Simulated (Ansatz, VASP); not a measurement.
**Si (amorphous Si): VASP beside Ansatz**

Wanted: the spread between two codes on one cell, functional and k mesh. The structure shown is the start of the Ansatz relaxation below; VASP solves that cell, so the two are compared at the walk's first step.

Main program and level: Ansatz 0.2.0; plane waves, with VASP 6.6.1 beside it; single point at RPBE.

## Step 1: Set-up

The cell holds 76 atoms: 76 Si. Cell: a = 11.136 Å, b = 11.365 Å, c = 11.300 Å, α = 89.8°, β = 89.1°, γ = 89.6°. As first built, before any earlier steps moved the atoms (in the runner's words): 76 atoms (76 Si) placed at random at 2.24 g/cm^3, melted at 2500 K for 10 ps at fixed volume with the modified Tersoff potential (Kumagai, Izumi, Hara and Sakai, Comput. Mater. Sci. 39, 457 (2007)). Quenched from 2500 K to 100 K at 50 K/ps and fixed volume, annealed at 700 K for 50 ps, held 5 ps, then minimised at fixed cell.

## Step 2: Ansatz: relaxation, RPBE

Ansatz runs on its PAW soft_1 files.

The two programs are compared at the cell with which this relaxation starts, whose forces are those of its first step.

input.yaml reads:

```yaml
crystal:
  lattice:
    - [11.13514, 0.03766, 0.09148]
    - [0.03766, 11.3653, 0.01992]
    - [0.09148, 0.01992, 11.2996]
  atoms:
    - { symbol: Si, position: [0.86152, 0.88538, 0.23129] }
    - { symbol: Si, position: [0.79268, 0.18838, 0.20804] }
    - { symbol: Si, position: [0.70413, 0.26556, 0.94387] }
    - { symbol: Si, position: [0.98673, 0.37454, 0.38809] }
    - { symbol: Si, position: [0.90213, 0.81724, 0.04312] }
    - { symbol: Si, position: [0.77764, 0.77573, 0.54386] }
    - { symbol: Si, position: [0.07171, 0.6808, 0.39957] }
    - { symbol: Si, position: [0.22167, 0.87994, 0.9691] }
    - { symbol: Si, position: [0.02986, 0.52001, 0.51815] }
    - { symbol: Si, position: [0.04929, 0.17959, 0.00957] }
    - { symbol: Si, position: [0.7082, 0.69967, 0.87632] }
    - { symbol: Si, position: [0.29948, 0.0798, 0.27509] }
    - { symbol: Si, position: [0.39807, 0.62966, 0.89499] }
    - { symbol: Si, position: [0.84905, 0.69487, 0.71806] }
    - { symbol: Si, position: [0.56822, 0.49568, 0.52922] }
    - { symbol: Si, position: [0.62824, 0.10798, 0.57967] }
    - { symbol: Si, position: [0.49988, 0.59097, 0.20147] }
    - { symbol: Si, position: [0.26977, 0.47759, 0.9361] }
    - { symbol: Si, position: [0.47692, 0.93959, 0.77393] }
    - { symbol: Si, position: [0.46204, 0.99343, 0.58092] }
    - { symbol: Si, position: [0.21457, 0.71759, 0.65937] }
    - { symbol: Si, position: [0.46343, 0.14247, 0.81193] }
    - { symbol: Si, position: [0.81271, 0.96426, 0.93204] }
    - { symbol: Si, position: [0.03762, 0.76425, 0.75986] }
    - { symbol: Si, position: [0.10962, 0.55776, 0.0453] }
    - { symbol: Si, position: [0.81422, 0.39399, 0.26845] }
    - { symbol: Si, position: [0.63033, 0.88601, 0.9017] }
    - { symbol: Si, position: [0.93412, 0.07209, 0.47712] }
    - { symbol: Si, position: [0.50649, 0.86493, 0.42176] }
    - { symbol: Si, position: [0.69356, 0.35508, 0.43063] }
    - { symbol: Si, position: [0.11749, 0.00375, 0.54695] }
    - { symbol: Si, position: [0.26407, 0.80048, 0.15773] }
    - { symbol: Si, position: [0.18815, 0.82194, 0.48297] }
    - { symbol: Si, position: [0.36795, 0.44598, 0.48374] }
    - { symbol: Si, position: [0.21454, 0.51077, 0.61455] }
    - { symbol: Si, position: [0.56675, 0.20188, 0.41362] }
    - { symbol: Si, position: [0.18629, 0.38374, 0.77317] }
    - { symbol: Si, position: [0.59276, 0.69717, 0.50117] }
    - { symbol: Si, position: [0.87682, 0.03289, 0.75201] }
    - { symbol: Si, position: [0.53733, 0.88851, 0.08218] }
    - { symbol: Si, position: [0.29068, 0.1148, 0.564] }
    - { symbol: Si, position: [0.65759, 0.24477, 0.73549] }
    - { symbol: Si, position: [0.33517, 0.52946, 0.30088] }
    - { symbol: Si, position: [0.07179, 0.74316, 0.95783] }
    - { symbol: Si, position: [0.10002, 0.32778, 0.22626] }
    - { symbol: Si, position: [0.3016, 0.34951, 0.22842] }
    - { symbol: Si, position: [0.86986, 0.23231, 0.72252] }
    - { symbol: Si, position: [0.42731, 0.72056, 0.07205] }
    - { symbol: Si, position: [0.06288, 0.96294, 0.73639] }
    - { symbol: Si, position: [0.80224, 0.60302, 0.24675] }
    - { symbol: Si, position: [0.87564, 0.50188, 0.67834] }
    - { symbol: Si, position: [0.17265, 0.63143, 0.22785] }
    - { symbol: Si, position: [0.93353, 0.06418, 0.27905] }
    - { symbol: Si, position: [0.50633, 0.20309, 0.9947] }
    - { symbol: Si, position: [0.84431, 0.14053, 0.01699] }
    - { symbol: Si, position: [0.9771, 0.38208, 0.81122] }
    - { symbol: Si, position: [0.79024, 0.42514, 0.05492] }
    - { symbol: Si, position: [0.27341, 0.19266, 0.75292] }
    - { symbol: Si, position: [0.78812, 0.97693, 0.58192] }
    - { symbol: Si, position: [0.99652, 0.38626, 0.01871] }
    - { symbol: Si, position: [0.58235, 0.54488, 0.86157] }
    - { symbol: Si, position: [0.57911, 0.47452, 0.0551] }
    - { symbol: Si, position: [0.65384, 0.88943, 0.25092] }
    - { symbol: Si, position: [0.80672, 0.63613, 0.04424] }
    - { symbol: Si, position: [0.10904, 0.1306, 0.20116] }
    - { symbol: Si, position: [0.87006, 0.26351, 0.51798] }
    - { symbol: Si, position: [0.16287, 0.06288, 0.88001] }
    - { symbol: Si, position: [0.61931, 0.09395, 0.25551] }
    - { symbol: Si, position: [0.36235, 0.23682, 0.4083] }
    - { symbol: Si, position: [0.63295, 0.68616, 0.30642] }
    - { symbol: Si, position: [0.40031, 0.36428, 0.04881] }
    - { symbol: Si, position: [0.88618, 0.74179, 0.36593] }
    - { symbol: Si, position: [0.32174, 0.88593, 0.334] }
    - { symbol: Si, position: [0.45744, 0.06939, 0.1345] }
    - { symbol: Si, position: [0.66271, 0.4435, 0.70019] }
    - { symbol: Si, position: [0.33145, 0.79919, 0.8108] }
kpoints:
  mp_grid: { grid: [1, 1, 1] }
hamiltonian:
  xc: rpbe
  pseudopotentials: { kind: paw, azcp: { folder: soft_1 } }
scf:
  occupations: { method: fermi_dirac, width: 0.05 }
output:
  forces: true
  eigenvalues: true
  stress: true
relax:
  f_tol: 0.05
  max_steps: 70
```

Command:

```
ansatz run input.yaml --threads 4 --pin off --max-ram 8192MiB --backend cpu --events-out ev --progress --plain --runs-dir out
```

Numbers of over 12 decimals in the logs are rounded to 6 here.

The log of the run:

```text
Warning: output.stress: scf.convergence.dr2_threshold = 1e-7 eV (the SCF's general default) is looser than the 7.6e-9 eV advised for a printed stress (1e-10 eV for each atom of the cell: 76). What an SCF threshold leaves in a stress goes as its square root, and in the free energy as the threshold itself, and one threshold admits the most on a small cell: [figures from the program's tests cut] Every solve of this run  [...]
Engine: ansatz 0.2.0, x86_64-unknown-linux-gnu
Pseudopotentials: kind: paw
Pseudopotential: Si, paw, valence charge 4, recommended cutoff 420 eV (normal), soft_1/Si.paw.azcp
Functional definition: RPBE
  parameter kappa = 0.804
  parameter beta = 0.066725
  exchange = rpbe_x(kappa = kappa, mu = beta*pi^2/3)
  correlation = pbe_c(beta = beta)
Crystal: 76 atoms, lattice volume = 1429.896 Å³
Basis set: ecut = 420 eV, 27951 PW (Γ), exchange–correlation on 150×160×160 points (8 copies of the dense FFT grid, shifted against one another)
Bands: 228, of which v1, the nominal top of the filled ones, is band 152 counted from 1 (151 counted from 0)
Symmetry: 1 space group operations
Space group: P1 (ITA 1), of the structure as read, at distance tolerance 1.1e-4 Å
k-points: 1
Non-local potential: Si, projectors of the file, l = 0: 2, l = 1: 2, l = 2: 1
PAW form: soft (Blöchl's): semilocal exchange-correlation on the pseudo side does not see the compensation charge
PAW frozen core: Si, regenerated for the run's functional, and the local potential with it (the file was generated under x = pbe(κ = 0.804, μ = 0.219515), c = pbe(β = 0.066725))
PAW one-centre angular grid: Si, 110 points (default); XC on 64 Gauss nodes
Initial density: superposition of atomic densities (chi_scale 0.1, normalization cell)
Initial wavefunctions: pseudopotential atomic-orbital guess
Functional: x = rpbe, c = pbe(β = 0.066725)
SCF iter   1: F=—  HF=-48541.160487 eV  |F-HF|=—  |Δ(HF+E_count)|=         —  Δρ=4.75e-2  dr2=3.77e1  ethr=3.10e-3  ⟨swp⟩=7.0  Hψ=1201  notcnv=0  defer=27
preconditioner: auto → Resta (q_TF=auto, 2.108 Å⁻¹)  ε∞=5.5  [insulator: Δε(μ)=0.314 eV  Ē_g=8.027 eV  σ=0.050 eV  W_gap=0.92  n_scr=244 (ndim 8)  ℏωp=17.1 eV  f_vac=0.000  D(μ)=3.49/eV (n_scr^D=6)  ε∞_Penn≈5.5]
SCF iter   2: F=—  HF=-48534.758860 eV  |F-HF|=—  |Δ(HF+E_count)|=    6.40e0  Δρ=2.69e-2  dr2=1.09e1  ethr=3.10e-3  ⟨swp⟩=4.0  Hψ=393  notcnv=0  defer=54
SCF iter   3: F=—  HF=-48532.737932 eV  |F-HF|=—  |Δ(HF+E_count)|=    2.02e0  Δρ=5.90e-3  dr2=4.00e0  ethr=3.10e-3  ⟨swp⟩=4.0  Hψ=358  notcnv=0  defer=54
SCF iter   4: F=—  HF=-48532.432480 eV  |F-HF|=—  |Δ(HF+E_count)|=   3.05e-1  Δρ=2.21e-3  dr2=2.24e-1  ethr=1.32e-3  ⟨swp⟩=3.0  Hψ=267  notcnv=0  defer=54
SCF iter   5: F=—  HF=-48532.497585 eV  |F-HF|=—  |Δ(HF+E_count)|=   6.51e-2  Δρ=1.10e-3  dr2=7.48e-2  ethr=7.37e-5  ⟨swp⟩=2.0  Hψ=252  notcnv=0  defer=54
SCF iter   6: F=—  HF=-48532.526228 eV  |F-HF|=—  |Δ(HF+E_count)|=   2.86e-2  Δρ=4.84e-4  dr2=1.89e-2  ethr=2.46e-5  ⟨swp⟩=2.0  Hψ=262  notcnv=0  defer=54
SCF iter   7: F=—  HF=-48532.533039 eV  |F-HF|=—  |Δ(HF+E_count)|=   6.81e-3  Δρ=1.80e-4  dr2=2.36e-3  ethr=6.22e-6  ⟨swp⟩=2.0  Hψ=302  notcnv=0  defer=54
SCF iter   8: F=—  HF=-48532.534728 eV  |F-HF|=—  |Δ(HF+E_count)|=   1.69e-3  Δρ=7.54e-5  dr2=4.26e-4  ethr=7.76e-7  ⟨swp⟩=2.0  Hψ=264  notcnv=0  defer=54
SCF iter   9: F=—  HF=-48532.535055 eV  |F-HF|=—  |Δ(HF+E_count)|=   3.27e-4  Δρ=3.44e-5  dr2=7.81e-5  ethr=1.40e-7  ⟨swp⟩=2.0  Hψ=311  notcnv=0  defer=54
SCF iter  10: F=-48532.535118 eV  HF=-48532.535126 eV  |F-HF|=8.16e-6  |Δ(HF+E_count)|=   7.16e-5  Δρ=1.75e-5  dr2=2.85e-5  ethr=2.06e-8  ⟨swp⟩=18.0  Hψ=1577  notcnv=0
SCF 1 converged in 10 iterations: F = -48532.535118 eV  dr2 = 2.85e-5
  greatest PAW one-centre occupation: 0.659 electrons in one spin orbital (limit 2), on the Si atom at site 69 (counted from 0), in its partial waves of l = 0
[...]
max |Σ_I F_I| component: 5.50e-5 eV/Å
--- Stress (GPa, compression-positive) ---
        7.373965       1.089714      -0.161763
        1.089714       6.016249      -0.142774
       -0.161763      -0.142774       6.152214
  P = ⅓ Tr σ = 6.5141 GPa (65.141 kbar)
--- Band table (eV) ---
  k-point 0: bands = [... 148 lower, 6.4612, 6.6767, 6.7288, 6.8585, 7.3105, 7.4750, 7.5587, 7.6686, ... 72 higher]
--- Relaxed structure (26 steps of the walk, 26 accepted, 0 SCFs on fresh bases) ---
  F+E_penalty+E_count = -48534.94392795 eV   max|allowed force component| = 3.042e-2 eV/Å
  atoms:
    - { symbol: Si, position: [0.843162, 0.889023, 0.241648] }
    - { symbol: Si, position: [0.800615, 0.217252, 0.190416] }
    - { symbol: Si, position: [0.715833, 0.316523, 0.932034] }
    - { symbol: Si, position: [0.988233, 0.374995, 0.405463] }
    - { symbol: Si, position: [0.908478, 0.830502, 0.054459] }
    - { symbol: Si, position: [0.757132, 0.779488, 0.555717] }
    - { symbol: Si, position: [0.055054, 0.694356, 0.403349] }
    - { symbol: Si, position: [0.248941, 0.885495, 0.964781] }
    - { symbol: Si, position: [0.040642, 0.529311, 0.522373] }
    - { symbol: Si, position: [0.062889, 0.175958, 0.00614035] }
    - { symbol: Si, position: [0.704297, 0.695003, 0.875898] }
    - { symbol: Si, position: [0.302746, 0.066221, 0.281317] }
    - { symbol: Si, position: [0.418607, 0.614795, 0.883934] }
    - { symbol: Si, position: [0.850346, 0.698777, 0.722263] }
    - { symbol: Si, position: [0.559531, 0.533662, 0.522048] }
    - { symbol: Si, position: [0.634274, 0.117957, 0.533717] }
    - { symbol: Si, position: [0.496381, 0.549517, 0.214443] }
    - { symbol: Si, position: [0.278853, 0.473620, 0.941363] }
    - { symbol: Si, position: [0.497348, 0.938872, 0.748639] }
    - { symbol: Si, position: [0.467881, 0.994585, 0.552325] }
    - { symbol: Si, position: [0.219415, 0.718098, 0.666761] }
    - { symbol: Si, position: [0.489495, 0.146327, 0.815001] }
    - { symbol: Si, position: [0.809030, 0.972981, 0.941003] }
    - { symbol: Si, position: [0.041169, 0.767660, 0.769914] }
[...]
- { symbol: Si, position: [0.358415, 0.245542, 0.410181] }
    - { symbol: Si, position: [0.602067, 0.652550, 0.353316] }
    - { symbol: Si, position: [0.392432, 0.345330, 0.061128] }
    - { symbol: Si, position: [0.857166, 0.734420, 0.373074] }
    - { symbol: Si, position: [0.323593, 0.870805, 0.333875] }
    - { symbol: Si, position: [0.373965, 0.000732092, 0.095881] }
    - { symbol: Si, position: [0.670245, 0.450578, 0.677271] }
    - { symbol: Si, position: [0.355313, 0.794668, 0.803860] }
```

## Step 3: VASP: single point, RPBE, start cell, pair 1

The same cell, functional, mesh and smearing now go to VASP, with its own data sets.

Lines of VASP's logs that name or quote its potential files are left out, and so is its time.

INCAR reads:

```
SYSTEM = Si
PREC = Accurate
ENCUT = 400
EDIFF = 1E-06
NELM = 120
ISMEAR = -1
SIGMA = 0.05
LREAL = Auto
ALGO = Normal
GGA = RP
NBANDS = 208
LORBIT = 11
LWAVE = .FALSE.
LCHARG = .FALSE.
ISIF = 2
LASPH = .TRUE.
GGA_COMPAT = .FALSE.
EFERMI = MIDGAP
NCORE = 2
```

POSCAR reads:

```
Si
1.0
   11.1351400000      0.0376600000      0.0914800000
    0.0376600000     11.3653000000      0.0199200000
    0.0914800000      0.0199200000     11.2996000000
Si
76
Direct
    0.8615157346      0.8853834108      0.2312870989
    0.7926774490      0.1883807443      0.2080368617
    0.7041270605      0.2655610154      0.9438738080
    0.9867313834      0.3745443520      0.3880909846
    0.9021331144      0.8172390343      0.0431159918
    0.7776403086      0.7757279051      0.5438607530
    0.0717106643      0.6808038457      0.3995697455
    0.2216684031      0.8799369645      0.9690956698
    0.0298618550      0.5200086065      0.5181519404
    0.0492909389      0.1795863823      0.0095679054
    0.7081980594      0.6996711875      0.8763209841
    0.2994780012      0.0797992005      0.2750906362
    0.3980743126      0.6296604840      0.8949910904
    0.8490457276      0.6948713354      0.7180597065
    0.5682209526      0.4956806057      0.5292174227
    0.6282368297      0.1079772207      0.5796734388
    0.4998782068      0.5909708815      0.2014672202
    0.2697657851      0.4775935164      0.9360958054
    0.4769240700      0.9395900182      0.7739260109
    0.4620368521      0.9934298083      0.5809182402
    0.2145690898      0.7175864032      0.6593664288
    0.4634301404      0.1424664201      0.8119285178
    0.8127085198      0.9642620274      0.9320370035
    0.0376201944      0.7642514299      0.7598618195
    0.1096215166      0.5577564425      0.0452990650
    0.8142156002      0.3939877640      0.2684490885
    0.6303328863      0.8860126641      0.9017034032
    0.9341182786      0.0720893241      0.4771240434
    0.5064906120      0.8649330923      0.4217615466
    0.6935640999      0.3550810070      0.4306329023
    0.1174861054      0.0037465177      0.5469465946
    0.2640671450      0.8004815737      0.1577310298
    0.1881488033      0.8219398934      0.4829741854
    0.3679479488      0.4459809245      0.4837389095
    0.2145410875      0.5107721304      0.6145526568
    0.5667516837      0.2018791265      0.4136192541
    0.1862858357      0.3837367183      0.7731702482
    0.5927628810      0.6971741444      0.5011669743
    0.8768158579      0.0328895003      0.7520119054
    0.5373278087      0.8885139090      0.0821839760
    0.2906817149      0.1147983743      0.5640041818
    0.6575938101      0.2447699588      0.7354921856
    0.3351674293      0.5294610895      0.3008772008
    0.0717898567      0.7431582415      0.9578329279
    0.1000218885      0.3277807118      0.2262576203
    0.3015985098      0.3495105001      0.2284193705
    0.8698637892      0.2323078417      0.7225209112
    0.4273114163      0.7205592621      0.0720517550
    0.0628794273      0.9629365836      0.7363858980
    0.8022366573      0.6030172954      0.2467520342
    0.8756373466      0.5018794853      0.6783425304
    0.1726495240      0.6314271706      0.2278512507
    0.9335271824      0.0641764621      0.2790472705
    0.5063300650      0.2030933759      0.9947020519
    0.8443139052      0.1405299225      0.0169884605
    0.9770959459      0.3820790467      0.8112237821
    0.7902429082      0.4251401640      0.0549169693
    0.2734108212      0.1926570579      0.7529160899
    0.7881243401      0.9769321908      0.5819181118
    0.9965156701      0.3862633160      0.0187125545
    0.5823513355      0.5448783768      0.8615678894
    0.5791116439      0.4745227253      0.0550966737
    0.6538355139      0.8894334751      0.2509176973
    0.8067160254      0.6361325923      0.0442431464
    0.1090403526      0.1305980872      0.2011596406
    0.8700556368      0.2635139907      0.5179792304
    0.1628743579      0.0628787956      0.8800088240
    0.6193085694      0.0939515065      0.2555111808
    0.3623510834      0.2368191344      0.4083007085
    0.6329536691      0.6861639436      0.3064204939
    0.4003107423      0.3642800472      0.0488090830
    0.8861755720      0.7417874859      0.3659294357
    0.3217365954      0.8859273580      0.3339958816
    0.4574422113      0.0693860726      0.1344977712
    0.6627078484      0.4434986039      0.7001877052
    0.3314489141      0.7991928432      0.8108038454
```

KPOINTS reads:

```
Automatic mesh
0
Gamma
1 1 1
0 0 0
```

The projector-augmented-wave data sets are Si (PBE family, release 64).

Command:

```
mpirun -np 8 vasp_gam
```

The log of the run:

```text
[banner, memory and clock lines left out]
running    8 mpi-ranks, on    1 nodes
[...]
|                                                                             |
|               ----> ADVICE to this user running VASP <----                  |
|                                                                             |
|     You enforced a specific xc type in the INCAR file but a different       |
|     [... a line on the potential file left out ...]
|     I HOPE YOU KNOW WHAT YOU ARE DOING!                                     |
|                                                                             |

 LDA part: xc-table for (Slater+PW92), standard interpolation
 POSCAR, INCAR and KPOINTS ok, starting setup
[...]
entering main loop
       N       E                     dE             d eps       ncg     rms          rms(c)
DAV:   1     0.132446500682E+04    0.13245E+04   -0.11514E+05   424   0.105E+03
DAV:   2    -0.215351042874E+03   -0.15398E+04   -0.14341E+04   520   0.199E+02
DAV:   3    -0.372624522793E+03   -0.15727E+03   -0.15290E+03   528   0.567E+01
DAV:   4    -0.376927896855E+03   -0.43034E+01   -0.42614E+01   512   0.113E+01
[...]
DAV:  16    -0.368330631416E+03   -0.18437E-04   -0.26011E-05   448   0.859E-03    0.359E-03
DAV:  17    -0.368330635871E+03   -0.44545E-05   -0.33111E-06   448   0.325E-03    0.195E-03
DAV:  18    -0.368330636745E+03   -0.87410E-06   -0.19907E-06   352   0.260E-03
   1 F= -.36833064E+03 E0= -.36828975E+03  d E =-.817784E-01
```

Parts of OUTCAR (step 3):

```text
  FREE ENERGIE OF THE ION-ELECTRON SYSTEM (eV)
  ---------------------------------------------------
  free  energy   TOTEN  =      -368.3306367447 eV

  energy  without entropy=     -368.2488583269  energy(sigma->0) =     -368.28974754
```

The run ends at a pressure of 10.15 GPa, with forces up to 1.0 eV/Å.

## Step 4: Comparison

Known differences besides the potentials themselves: the cutoff is 420 eV in Ansatz and 400 eV in VASP (PREC = Accurate, projectors in real space); Ansatz makes its cores anew for this functional, VASP keeps those of its PBE data sets. Total energies have different zeros and are not compared.

Forces on 7 of the 76 atoms, those with the largest forces and the largest differences (eV/Å; atoms numbered as in POSCAR):

| atom | Ansatz x, y, z | VASP x, y, z |
| --- | --- | --- |
| Si8 | 0.216, 0.553, 0.244 | 0.214, 0.539, 0.239 |
| Si32 | -0.486, 0.477, 0.083 | -0.473, 0.468, 0.076 |
| Si38 | -0.530, -0.128, 0.925 | -0.519, -0.124, 0.904 |
| Si43 | -0.102, 0.549, 0.403 | -0.098, 0.539, 0.393 |
| Si45 | -0.272, 0.484, -0.272 | -0.270, 0.475, -0.269 |
| Si50 | 0.533, -0.520, -0.138 | 0.524, -0.511, -0.142 |
| Si65 | 0.426, -0.617, 0.028 | 0.416, -0.605, 0.029 |

The forces differ by 5.5 meV/Å r.m.s., which is 2.4 % of the r.m.s. force of 0.233 eV/Å (both taken over all components).

## Step 5: Ansatz: relaxation, RPBE

The two programs are compared at the cell with which this relaxation starts, whose forces are those of its first step. The cell compared in this pair holds 1636.44 Å³, against 1429.90 Å³ for the pair before.

The structure compared here is the start of the Ansatz relaxation; VASP solves that cell, so the two are compared at the walk's first step.

Edit input.yaml of step 2 so:

```diff
@@ -2,5 +2,5 @@
   lattice:
-    - [11.13514, 0.03766, 0.09148]
-    - [0.03766, 11.3653, 0.01992]
-    - [0.09148, 0.01992, 11.2996]
+    - [11.64736, 0.0394, 0.09569]
+    - [0.0394, 11.8881, 0.02083]
+    - [0.09569, 0.02083, 11.81937]
   atoms:
```

Command:

```
ansatz run input.yaml --threads 4 --pin off --max-ram 8192MiB --backend cpu --events-out ev --progress --plain --runs-dir out
```

The log of the run:

```text
[...]
Crystal: 76 atoms, lattice volume = 1636.437 Å³
Basis set: ecut = 420 eV, 31961 PW (Γ), exchange–correlation on 160×160×160 points (8 copies of the dense FFT grid, shifted against one another)
Bands: 228, of which v1, the nominal top of the filled ones, is band 152 counted from 1 (151 counted from 0)
Symmetry: 1 space group operations
[...]
k-points: 1
[...]
- { symbol: Si, position: [0.693829, 0.255543, 0.940615] }
    - { symbol: Si, position: [0.984627, 0.378127, 0.385856] }
    - { symbol: Si, position: [0.897860, 0.813916, 0.039004] }
    - { symbol: Si, position: [0.779080, 0.781529, 0.543456] }
    - { symbol: Si, position: [0.070571, 0.682825, 0.395800] }
    - { symbol: Si, position: [0.214813, 0.870178, 0.971634] }
[...]
- { symbol: Si, position: [0.323213, 0.882232, 0.333972] }
    - { symbol: Si, position: [0.466044, 0.068995, 0.139546] }
    - { symbol: Si, position: [0.669854, 0.449952, 0.697006] }
    - { symbol: Si, position: [0.323675, 0.793456, 0.809780] }
[key lines of the parts left out:]
P = ⅓ Tr σ = -1.4360 GPa (-14.360 kbar)
```

(Continued in part 2 of 2.)

[Lines on the potential files, build, host, timing and source positions are cut from VASP's logs without a mark.]

[Logs are printed without paths, hosts, clocks, repeated set-up lines and the standing remarks that a program may print on its own settings, such as how far it seeks lower states.]

[Hosts, paths, dates, database ids (printed as entryN), source tags and the programs' standing remarks are cut or masked in the printed files.]
